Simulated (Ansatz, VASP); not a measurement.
**Cross-check of TiO2 (Rutile) between VASP and Ansatz**

Wanted: the spread between two codes on one cell, functional and k mesh. The cell is taken from a series of runs on this material, whose earlier steps may have relaxed, scaled, displaced or heated it; both programs get it as it stands.

Main program and level: Ansatz 0.2.0; plane waves, with VASP 6.6.1 beside it; relaxation of cell and atoms at LDA.

### Step 1. Starting point

It takes space group P4_2/mnm (No. 136, tetragonal). Conventional cell: a = 4.545 Å, b = 4.545 Å, c = 2.918 Å, α = 90.00°, β = 90.00°, γ = 90.00°. Nearest to Ti lie 6 O at 1.93 to 1.96 Å. O has 3 Ti at 1.93 to 1.96 Å nearest. Farther neighbours and most contacts between anions are not listed.

### Step 2. VASP: relaxation of cell and atoms, LDA

The relaxed volume is the usual yardstick between codes: in a stiff, nearly cubic crystal its relative difference is about their pressure difference at one cell divided by the bulk modulus.

Lines of VASP's logs that name or quote its potential files are left out, and so is its time.

Contents of INCAR:

```
SYSTEM = TiO2
PREC = Accurate
ENCUT = 600
EDIFF = 1E-07
NELM = 120
ISMEAR = 0
SIGMA = 0.02
LREAL = .FALSE.
ALGO = Normal
GGA = CA
NBANDS = 30
LASPH = .TRUE.
LORBIT = 11
LWAVE = .FALSE.
LCHARG = .FALSE.
ISIF = 3
IBRION = 2
NSW = 80
EDIFFG = -0.005
GGA_COMPAT = .FALSE.
NELMIN = 4
EFERMI = MIDGAP
KPAR = 2
```

Contents of POSCAR:

```
TiO2
1.0
    4.5454640000      0.0000000000      0.0000000000
    0.0000000000      4.5454640000      0.0000000000
    0.0000000000      0.0000000000      2.9181170000
Ti O
2 4
Direct
    0.0000000000      0.0000000000      0.0000000000
    0.5000000000      0.5000000000      0.4999998287
    0.3041957873      0.3041957873      0.0000000000
    0.1958042127      0.8041957873      0.4999998287
    0.6958042127      0.6958042127      0.0000000000
    0.8041957873      0.1958042127      0.4999998287
```

Contents of KPOINTS:

```
Automatic mesh
0
Gamma
4 4 8
0 0 0
```

The projector-augmented-wave data sets are Ti_sv and O (LDA family, release 64).

Started as:

```console
$ mpirun -np 2 vasp_std
```

Numbers of over 12 decimals in the logs are rounded to 6 here.

The program printed:

```text
[banner, memory and clock lines left out]
running    2 mpi-ranks, on    1 nodes
 distrk:  each k-point on    1 cores,    2 groups
 distr:  one band on    1 cores,    1 groups

 POSCAR found type information on POSCAR TiO
 POSCAR found :  2 types and       6 ions
 LDA part: xc-table for (Slater(with rela. corr.)+CA(PZ))
 , standard interpolation
 POSCAR, INCAR and KPOINTS ok, starting setup
 FFT: planning ... GRIDC
 FFT: planning ... GRID_SOFT
 FFT: planning ... GRID
 WAVECAR not read
 entering main loop
       N       E                     dE             d eps       ncg     rms          rms(c)
DAV:   1     0.706718532028E+03    0.70672E+03   -0.26745E+04  1808   0.209E+03
DAV:   2     0.459091990309E+02   -0.66081E+03   -0.62702E+03  1924   0.592E+02
DAV:   3    -0.702043317199E+02   -0.11611E+03   -0.11298E+03  2624   0.215E+02
DAV:   4    -0.753283084318E+02   -0.51240E+01   -0.51173E+01  2482   0.468E+01
DAV:   5    -0.755269206168E+02   -0.19861E+00   -0.19856E+00  2432   0.766E+00    0.321E+01
DAV:   6    -0.594450337807E+02    0.16082E+02   -0.98423E+01  2232   0.978E+01    0.118E+01
DAV:   7    -0.590462761828E+02    0.39876E+00   -0.14520E+01  2180   0.324E+01    0.857E+00
DAV:   8    -0.589705420711E+02    0.75734E-01   -0.35088E+00  2124   0.191E+01    0.413E+00
DAV:   9    -0.587807145876E+02    0.18983E+00   -0.11368E+00  2124   0.104E+01    0.102E+00
DAV:  10    -0.587892751666E+02   -0.85606E-02   -0.91386E-02  2250   0.243E+00    0.446E-01
DAV:  11    -0.587858643940E+02    0.34108E-02   -0.13383E-02  2240   0.831E-01    0.723E-02
DAV:  12    -0.587860329628E+02   -0.16857E-03   -0.13222E-03  1926   0.410E-01    0.154E-01
DAV:  13    -0.587858321891E+02    0.20077E-03   -0.65882E-04  2186   0.270E-01    0.288E-02
DAV:  14    -0.587858299941E+02    0.21950E-05   -0.46524E-05  2268   0.586E-02    0.921E-03
DAV:  15    -0.587858307779E+02   -0.78386E-06   -0.43878E-06  2156   0.166E-02    0.298E-03
DAV:  16    -0.587858307163E+02    0.61643E-07   -0.39435E-07  1864   0.522E-03
   1 F= -.58785831E+02 E0= -.58785831E+02  d E =-.587858E+02
[...]
2 F= -.58784181E+02 E0= -.58784181E+02  d E =0.165002E-02
[...]
3 F= -.58787134E+02 E0= -.58787134E+02  d E =-.130361E-02
[...]
4 F= -.58787134E+02 E0= -.58787134E+02  d E =-.130308E-02
 curvature:  -0.20 expect dE=-0.160E-04 dE for cont linesearch -0.263E-06
 ZBRENT: accuracy reached
 trial: gam=-0.00197 g(F)=  0.585E-04 g(S)=  0.226E-04 ort = 0.942E-04 (trialstep = 0.878E+00)
 search vector abs. value=  0.807E-04
 bond charge predicted
       N       E                     dE             d eps       ncg     rms          rms(c)
DAV:   1    -0.587871749970E+02   -0.41215E-04   -0.12844E-02  1800   0.872E-01    0.468E-02
DAV:   2    -0.587871848373E+02   -0.98402E-05   -0.39227E-04  2188   0.139E-01    0.280E-02
DAV:   3    -0.587871754328E+02    0.94044E-05   -0.34245E-05  2658   0.524E-02    0.101E-02
DAV:   4    -0.587871746741E+02    0.75869E-06   -0.70699E-06  2602   0.204E-02    0.454E-03
DAV:   5    -0.587871746664E+02    0.77343E-08   -0.12328E-06  2122   0.702E-03    0.364E-03
DAV:   6    -0.587871747121E+02   -0.45731E-07   -0.38153E-07  1780   0.609E-03
   5 F= -.58787175E+02 E0= -.58787175E+02  d E =-.409118E-04
 trial-energy change:   -0.000041  1 .order   -0.000042   -0.000071   -0.000013
 step:   1.1014(harm=  1.0724)  dis= 0.00065  next Energy=   -58.787176 (dE=-0.425E-04)
 reached required accuracy - stopping structural energy minimisation
```

From OUTCAR (step 2):

```text
ion  position               nearest neighbor table
   1  0.000  0.000  0.000-   4 1.93   6 1.93   4 1.93   6 1.93   5 1.96   3 1.96
   2  0.500  0.500  0.500-   3 1.93   5 1.93   3 1.93   5 1.93   4 1.96   6 1.96
   3  0.304  0.304  0.000-   2 1.93   2 1.93   1 1.96
   4  0.196  0.804  0.500-   1 1.93   1 1.93   2 1.96
   5  0.696  0.696  0.000-   2 1.93   2 1.93   1 1.96
   6  0.804  0.196  0.500-   1 1.93   1 1.93   2 1.96

  LATTYP: Found a simple tetragonal cell.
 ALAT       =     4.5454640000
 C/A-ratio  =     0.6419844047

 Subroutine GETGRP returns: Found 16 space group operations
 (whereof  8 operations were pure point group operations)

The static configuration has the point symmetry D_2h.
 The point group associated with its full space group is D_4h.

 Found     30 irreducible k-points:

   k-points           NKPTS =     30   k-points in BZ     NKDIM =     30   number of bands    NBANDS=     30

   dimension x,y,z NGX =    36 NGY =   36 NGZ =   24
   dimension x,y,z NGXF=    72 NGYF=   72 NGZF=   48

   ENCUT  =  600.0 eV  44.10 Ry    6.64 a.u.   9.08  9.08  5.83*2*pi/ulx,y,z

   NELECT =      48.0000    total number of electrons

 k-points in reciprocal lattice and weights: Automatic mesh
   0.00000000  0.00000000  0.00000000       0.008
   0.25000000  0.00000000  0.00000000       0.031
   0.50000000  0.00000000  0.00000000       0.016
   0.25000000  0.25000000  0.00000000       0.031
   0.50000000  0.25000000  0.00000000       0.031
   0.50000000  0.50000000  0.00000000       0.008
   0.00000000  0.00000000  0.12500000       0.016
   0.25000000  0.00000000  0.12500000       0.062
   0.50000000  0.00000000  0.12500000       0.031
[...]
0.50000000  0.25000000  0.50000000       0.031
   0.50000000  0.50000000  0.50000000       0.008

 average (electrostatic) potential at core
       1 -75.9132       2 -75.9132       3 -70.1929       4 -70.1929       5 -70.1929
       6 -70.1929

 E-fermi :   5.7934

 k-point     1 :       0.0000    0.0000    0.0000
  band No.  band energies     occupation
    ...
     20       2.8657      2.00000
     21       4.1854      2.00000
     22       4.4095      2.00000
     23       4.4095      2.00000
     24       4.8855      2.00000
     25       6.7013      0.00000
     26       6.9832      0.00000
     27       7.2852      0.00000
     28       7.3995      0.00000
     29       7.3995      0.00000
    ...

 k-point     2 :       0.2500    0.0000    0.0000
  band No.  band energies     occupation
    ...
     20       2.8981      2.00000
     21       3.3724      2.00000
     22       3.7983      2.00000
     23       4.0194      2.00000
     24       4.6397      2.00000
     25       7.0204      0.00000
     26       7.3360      0.00000
     27       7.6487      0.00000
     28       7.7250      0.00000
     29       7.7271      0.00000
    ...

 k-point     3 :       0.5000    0.0000    0.0000
  band No.  band energies     occupation
    ...
     20       1.7115      2.00000
     21       3.1900      2.00000
     22       3.1900      2.00000
     23       4.1004      2.00000
     24       4.1004      2.00000
     25       7.4125      0.00000
     26       7.4125      0.00000
     27       7.9759      0.00000
     28       7.9759      0.00000
     29       8.5382      0.00000
    ...

  Total        0.0075810      0.0075810     -0.0072200     -0.0000000      0.0000000      0.0000000
  in kB        0.2005864      0.2005864     -0.1910346     -0.0000000      0.0000000      0.0000000
  external PRESSURE =       0.0700460 kB  Pullay stress =       0.0000000 kB

  energy-cutoff  :      600.00
  volume of cell :       60.55
      direct lattice vectors                 reciprocal lattice vectors
     4.552166012  0.000000000  0.000000000     0.219675644 -0.000000000  0.000000000
     0.000000000  4.552166012  0.000000000    -0.000000000  0.219675644  0.000000000
     0.000000000  0.000000000  2.922123886     0.000000000  0.000000000  0.342216839

 POSITION                                       TOTAL-FORCE (eV/Angst)
 -----------------------------------------------------------------------------------
      0.00000      4.55217      0.00000         0.000000      0.000000      0.000000
      2.27608      2.27608      1.46106         0.000000      0.000000      0.000000
      1.38328      1.38328      0.00000        -0.002207     -0.002207      0.000000
      0.89280      3.65937      1.46106         0.002207     -0.002207      0.000000
      3.16888      3.16888      0.00000         0.002207      0.002207      0.000000
      3.65937      0.89280      1.46106        -0.002207      0.002207      0.000000
 -----------------------------------------------------------------------------------
    total drift:                                0.000000     -0.000000      0.001908

  FREE ENERGIE OF THE ION-ELECTRON SYSTEM (eV)
  ---------------------------------------------------
  free  energy   TOTEN  =       -58.7871747121 eV

  energy  without entropy=      -58.7871747121  energy(sigma->0) =      -58.78717471

 reached required accuracy - stopping structural energy minimisation

 total charge
# of ion       s       p       d       tot
------------------------------------------
    1        2.234   6.329   1.780  10.344
    2        2.234   6.329   1.780  10.344
    3        1.559   3.496   0.000   5.055
    4        1.559   3.496   0.000   5.055
    5        1.559   3.496   0.000   5.055
    6        1.559   3.496   0.000   5.055
--------------------------------------------------
tot         10.706  26.641   3.561  40.908

[... 3 further parts left out ...]
```

CONTCAR:

```
TiO2
   1.00000000000000
     4.5521660116541227    0.0000000000000000    0.0000000000000000
     0.0000000000000000    4.5521660116541227    0.0000000000000000
     0.0000000000000000    0.0000000000000000    2.9221238855347371
  Ti              O
     2     4
Direct
     0.0000000000000000    1.0000000000000000    0.0000000000000000
     0.5000000000000000    0.5000000000000000    0.4999998286999983
     0.3038734961893343    0.3038734961893343    0.0000000000000000
     0.1961265038106657    0.8038734961893342    0.4999998286999983
     0.6961265038106658    0.6961265038106658    0.0000000000000000
     0.8038734961893342    0.1961265038106657    0.4999998286999983
```

This run has no spin polarisation, so a moment on Ti, if there is one, isn't seen. The gap is read on the k-mesh alone, so it is an upper bound where the band edges lie off the mesh. The run keeps the 16 symmetry operations of its start, so it cannot find a distortion of lower symmetry.

### Step 3. Ansatz: relaxation of cell and atoms, LDA

Ansatz runs on norm-conserving files, of PseudoDojo where its log says so.

The same cell, functional (in two slightly different forms), mesh and smearing now go to Ansatz.

Contents of input.yaml:

```yaml
crystal:
  lattice:
    - [4.5454642079, 0.0, 0.0]
    - [0.0, 4.5454642079, 0.0]
    - [0.0, 0.0, 2.9181167585]
  atoms:
    - { symbol: Ti, position: [0.0, 0.0, 0.0] }
    - { symbol: Ti, position: [0.5, 0.5, 0.5] }
    - { symbol: O, position: [0.3041958191, 0.3041958191, 0.0] }
    - { symbol: O, position: [0.1958041809, 0.8041958191, 0.5] }
    - { symbol: O, position: [0.6958041809, 0.6958041809, 0.0] }
    - { symbol: O, position: [0.8041958191, 0.1958041809, 0.5] }
kpoints:
  mp_grid: { grid: [4, 4, 8] }
hamiltonian:
  xc: lda
  pseudopotentials: { kind: nc, accuracy: standard }
scf:
  occupations: { method: gaussian, width: 0.02 }
output:
  forces: true
  stress: true
  eigenvalues: true
basis:
  ecutwfc: 1034.033
relax:
  adjacent_minimum: "off"
  f_tol: 0.003
  max_steps: 80
  cell: { stress_tol: 0.03 }
```

Started as:

```console
$ ansatz run input.yaml --threads 4 --pin off --max-ram 16384MiB --backend cpu --events-out ev --progress --plain --runs-dir out
```

The program printed:

```text
Warning: basis.ecutwfc = 1034.033 eV is below the records' recommended 1142.878222 eV, and the density's cutoff is lower with it unless basis.ecutrho_ratio is high enough to keep the records' density cutoff: compare with a run at a higher cutoff
Engine: ansatz 0.2.0, x86_64-unknown-linux-gnu
Pseudopotentials: kind: nc
Pseudopotential: Ti, nc, valence charge 12, recommended cutoff 1142.878222 eV (normal), Ti.nc.azcp (PseudoDojo's, or run here from an input of PseudoDojo's; its table is named by hamiltonian.pseudopotentials.accuracy)
Pseudopotential: O, nc, valence charge 6, recommended cutoff 1142.878222 eV (normal), O.nc.azcp (PseudoDojo's, or run here from an input of PseudoDojo's; its table is named by hamiltonian.pseudopotentials.accuracy)
Functional definition: SPW92
  exchange = slater_x
  correlation = pw_c
Crystal: 6 atoms, lattice volume = 60.292 Å³
Basis set: ecut = 1034.033 eV, 4547 PW (Γ)
Bands: 30, of which v1, the nominal top of the filled ones, is band 24 counted from 1 (23 counted from 0)
Symmetry: 16 space group operations
Space group: P42/mnm (ITA 136), of the structure as read, at distance tolerance 3.9e-5 Å
k-points: 30 of 128
Non-local potential: Ti, projectors of the file, l = 0: 2, l = 1: 2, l = 2: 2
Non-local potential: O, projectors of the file, l = 0: 2, l = 1: 2, l = 2: 1
Initial density: superposition of atomic densities (chi_scale 0.1, normalization cell, long waves kept (reshape's long-wave potential 0.00 eV rms))
Initial wavefunctions: pseudopotential atomic-orbital guess
Functional: x = slater, c = lda
SCF iter   1: F=—  HF=-5037.567465 eV  |F-HF|=—  |Δ(HF+E_count)|=         —  Δρ=6.95e-2  dr2=2.51e0  ethr=3.10e-3  ⟨swp⟩=6.2  Hψ=3577  notcnv=0
preconditioner: auto → Resta (q_TF=auto, 2.627 Å⁻¹)  ε∞=8.6  [insulator: Δε(μ)=2.152 eV  Ē_g=9.820 eV  σ=0.020 eV  W_gap=1.00  n_scr=18 (ndim 8)  ℏωp=27.1 eV  f_vac=0.000  D(μ)=0.00/eV (n_scr^D=0)  ε∞_Penn≈8.6]
SCF iter   2: F=—  HF=-5037.007080 eV  |F-HF|=—  |Δ(HF+E_count)|=   5.60e-1  Δρ=4.08e-2  dr2=7.47e-1  ethr=3.10e-3  ⟨swp⟩=2.1  Hψ=1641  notcnv=0  defer=44
SCF iter   3: F=—  HF=-5036.853290 eV  |F-HF|=—  |Δ(HF+E_count)|=   1.54e-1  Δρ=2.04e-2  dr2=2.56e-1  ethr=1.56e-3  ⟨swp⟩=2.2  Hψ=1381  notcnv=0  defer=46
SCF iter   4: F=—  HF=-5036.782461 eV  |F-HF|=—  |Δ(HF+E_count)|=   7.08e-2  Δρ=4.16e-3  dr2=8.50e-3  ethr=5.33e-4  ⟨swp⟩=2.0  Hψ=1454  notcnv=0  defer=46
SCF iter   5: F=—  HF=-5036.782201 eV  |F-HF|=—  |Δ(HF+E_count)|=   2.60e-4  Δρ=1.12e-3  dr2=1.01e-3  ethr=1.77e-5  ⟨swp⟩=2.7  Hψ=1745  notcnv=0  defer=46
SCF iter   6: F=—  HF=-5036.782112 eV  |F-HF|=—  |Δ(HF+E_count)|=   8.89e-5  Δρ=2.34e-4  dr2=2.64e-5  ethr=2.10e-6  ⟨swp⟩=2.1  Hψ=1191  notcnv=0  defer=46
SCF iter   7: F=—  HF=-5036.782374 eV  |F-HF|=—  |Δ(HF+E_count)|=   2.62e-4  Δρ=8.04e-5  dr2=3.83e-6  ethr=5.49e-8  ⟨swp⟩=2.4  Hψ=1383  notcnv=0  defer=46
SCF iter   8: F=—  HF=-5036.782374 eV  |F-HF|=—  |Δ(HF+E_count)|=   1.91e-7  Δρ=1.47e-5  dr2=1.00e-7  ethr=2.08e-10  ⟨swp⟩=10.3  Hψ=4874  notcnv=0
SCF iter   9: F=-5036.782374 eV  HF=-5036.782374 eV  |F-HF|=2.30e-10  |Δ(HF+E_count)|=   8.90e-9  Δρ=1.71e-6  dr2=1.06e-9  ethr=2.08e-10  ⟨swp⟩=5.0  Hψ=3086  notcnv=0
SCF 1 converged in 9 iterations: F = -5036.782374 eV  dr2 = 1.06e-9
relax step   1: F+E_penalty+E_count = -5036.78237402 eV  Δ(F+E_penalty+E_count) = +0.000e0 eV  max|allowed force component| = 1.790e-2 eV/Å  Δτ_max = 0.0000 Å  P = -0.053 GPa  Ω = 60.292 Å³  (9 SCF iters, dr2 threshold 1.00e-7 eV, accepted)
[...]
relax step   2: F+E_penalty+E_count = -5036.78246479 eV  Δ(F+E_penalty+E_count) = -9.078e-5 eV  max|allowed force component| = 7.242e-3 eV/Å  Δτ_max = 0.0008 Å  P = -0.013 GPa  Ω = 60.280 Å³  energy of the carried Pulay correction = +4.475e-5 eV  (3 SCF iters, dr2 threshold 2.00e-8 eV, accepted)
[...]
relax step   3: F+E_penalty+E_count = -5036.78252718 eV  Δ(F+E_penalty+E_count) = -6.239e-5 eV  max|allowed force component| = 2.242e-3 eV/Å  Δτ_max = 0.0003 Å  P = +0.007 GPa  Ω = 60.268 Å³  energy of the carried Pulay correction = +8.834e-5 eV  (4 SCF iters, dr2 threshold 2.19e-8 eV, accepted)
[...]
relax step   4: F+E_penalty+E_count = -5036.78252855 eV  Δ(F+E_penalty+E_count) = -1.368e-6 eV  max|allowed force component| = 3.595e-4 eV/Å  Δτ_max = 0.0002 Å  P = -0.012 GPa  Ω = 60.268 Å³  energy of the carried Pulay correction = +8.732e-5 eV  (4 SCF iters, dr2 threshold 6.25e-9 eV, accepted)
[...]
relax step   5: F+E_penalty+E_count = -5036.78244815 eV  Δ(F+E_penalty+E_count) = +8.040e-5 eV  max|allowed force component| = 3.699e-4 eV/Å  Δτ_max = 0.0000 Å  P = -0.015 GPa  Ω = 60.268 Å³  stress off target by 1.53e-2 GPa  SCF on the basis re-selected at this cell (its energy is not comparable with the rows above)  (6 SCF iters)
basis re-selected at this cell: Δ(F+E_penalty+E_count) = +8.040e-5 eV, ΔP = -0.003 GPa vs the last step (what re-selecting the basis moved, of the pressure what is left beyond the Pulay correction that the steps carried, after the strain that the cell walked since its last selection, with what the two solves' SCF thresholds leave and, on support functions, any second-order correction that the steps lacked; it is no m [...]
SCF converged after 6 iterations
Free energy (F): -5036.782448 eV
Harris-Foulkes:  -5036.782448 eV  (|F-HF|=1.82e-12)
Internal energy: -5036.782448 eV  (E = F + TS)
E sigma→0 (E₀):  -5036.782448 eV
Fermi energy:    10.254506 eV
--- Per-component energies (eV) ---
  E_band       = -376.209197
  E_kinetic    = 2453.701300
  E_local      = -3814.500029  (includes V_loc(G=0)·N_el)
  E_nonlocal   = -255.397959
  E_hartree    = 1137.094834
  E_xc         = -918.828133
  E_vxc        = -1034.202152  (∫ρ·V_xc dr)
  E_ewald      = -3638.852462
  E_smearing   = -0.000000  (= −TS)
  E_closure    = 0.000000  (closes the sum)
  Σ components = -5036.782448   (vs F -5036.782448, Δ=0.00e0)
--- Forces (eV/Å), atoms counted from 1 ---
  atom   1  Ti     0.00000000     0.00000000     0.00000000
  atom   2  Ti    -0.00000000    -0.00000000     0.00000000
  atom   3  O      0.00036989     0.00036989    -0.00000000
  atom   4  O     -0.00036989     0.00036989     0.00000000
  atom   5  O     -0.00036989    -0.00036989     0.00000000
  atom   6  O      0.00036989    -0.00036989    -0.00000000
  max |Σ_I F_I| component: 7.54e-18 eV/Å
--- Stress (GPa, compression-positive) ---
       -0.014859       0.000000       0.000000
        0.000000      -0.014859      -0.000000
        0.000000      -0.000000      -0.015287
  P = ⅓ Tr σ = -0.0150 GPa (-0.150 kbar)
--- Band table (eV; the first three rows and the last of 30) ---
  k-point 0: bands = [... 20 lower, 8.6074, 8.8321, 8.8321, 9.3120, 11.1971, 11.4763, 11.7872, 11.9056, ... 2 higher]
  k-point 1: bands = [... 20 lower, 7.9464, 8.5071, 8.5071, 9.2248, 11.6044, 11.6504, 11.6799, 12.1132, ... 2 higher]
  k-point 2: bands = [... 20 lower, 7.4781, 7.7501, 7.7501, 8.7954, 11.6019, 11.9459, 12.2607, 12.5690, ... 2 higher]
  k-point 29: bands = [... 20 lower, 7.9315, 7.9315, 8.6293, 8.6293, 11.9903, 11.9903, 12.6212, 12.6212, ... 2 higher]
--- Relaxed structure (4 steps of the walk, 4 accepted, 1 SCFs on fresh bases) ---
  F+E_penalty+E_count = -5036.78244815 eV   max|allowed force component| = 3.699e-4 eV/Å   (the final SCF, on the basis selected at the relaxed cell)
  cell:  # Å, volume = 60.2681 Å³
    - [4.544895, 0, 0]
    - [0, 4.544895, 0]
    - [0, 0, 2.917697]
  atoms:
    - { symbol: Ti, position: [0, 0, 0] }
    - { symbol: Ti, position: [0.5, 0.5, 0.500000] }
    - { symbol: O, position: [0.304000, 0.304000, 0] }
    - { symbol: O, position: [0.196000, 0.804000, 0.500000] }
    - { symbol: O, position: [0.696000, 0.696000, 0] }
    - { symbol: O, position: [0.804000, 0.196000, 0.500000] }
```

### Step 4. Comparison

Known differences besides the potentials themselves: the two LDA forms differ slightly; the cutoff is 1034.03 eV in Ansatz and 600 eV in VASP; VASP's log shows a relativistic correction to its local exchange, Ansatz's none; Ansatz adds a Pulay correction to the stress that steers its cell, VASP none; Ansatz's log warns that its cutoff lies below the recommended one. Total energies have different zeros and are not compared.

The two programs side by side:

```
                                         quantity  Ansatz   VASP  difference
                                      volume (Å³)   60.27  60.55     -0.47 %
edge a after relaxation, in the typed setting (Å)   4.545  4.552     -0.16 %
edge c after relaxation, in the typed setting (Å)   2.918  2.922     -0.15 %
```

### Step 5. Results

```json
{
  "difference in volume (relaxation of cell and atoms, LDA)": "-0.47 %"
}
```

In words: The difference in volume is -0.47 % (relaxation of cell and atoms, LDA), within the 1.2 % picked in this series as the mark of a large difference, as far as the stopping tolerances let one tell. How closely two codes agree says nothing of how well the functional describes the real material.

[Lines on the potential files, build, host, timing and source positions are cut from VASP's logs without a mark.]

[Logs are printed without paths, hosts, clocks, repeated set-up lines and the standing remarks that a program may print on its own settings, such as how far it seeks lower states.]

[Hosts, paths, dates, database ids (printed as entryN), source tags and the programs' standing remarks are cut or masked in the printed files.]
